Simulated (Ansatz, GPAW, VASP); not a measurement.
Mg3ZnC: programs and potentials compared

```
CELL_PARAMETERS angstrom
4.40693 0.00000 0.00000
0.00000 4.40693 0.00000
0.00000 0.00000 4.40693
ATOMIC_POSITIONS crystal
Zn 0.00000 0.00000 0.00000
Mg 0.50000 0.00000 0.50000
Mg 0.50000 0.50000 0.00000
Mg 0.00000 0.50000 0.50000
C 0.50000 0.50000 0.50000
```

The cell comes from a database or a generator and needn't be the stable form of this composition.

Alike in all runs: task single point; functional PBE; k mesh 6 × 6 × 6; occupations gaussian, width 0.02 eV; no spin polarisation; no spin-orbit coupling. Pressure is positive in compression and, in plane waves, holds the error of the finite cutoff, which Ansatz's Pulay term estimates and takes out.

| program and potentials | plane-wave cutoff (eV) | notes | band gap (eV) | pressure (GPa) |
| --- | --- | --- | --- | --- |
| Ansatz, Ansatz PAW | 420 | 9.2 valence electrons an atom on average | ? | ? |
| VASP, PBE PAW files C, Mg_pv, Zn, 520 eV | 520 | 8 valence electrons an atom on average | no gap | -0.20 |
| GPAW, GPAW PAW data sets (gpaw-data 1.2.1) | 800 | 9.2 valence electrons an atom on average | no gap | -0.31 |

Question: Estimate from the other rows what the run with Ansatz, Ansatz PAW gave.

Answer: No band gap; pressure -0.22 GPa. Its pressure holds a Pulay term of +0.08 GPa. The other rows, which needn't bracket it: pressure -0.31 to -0.20.
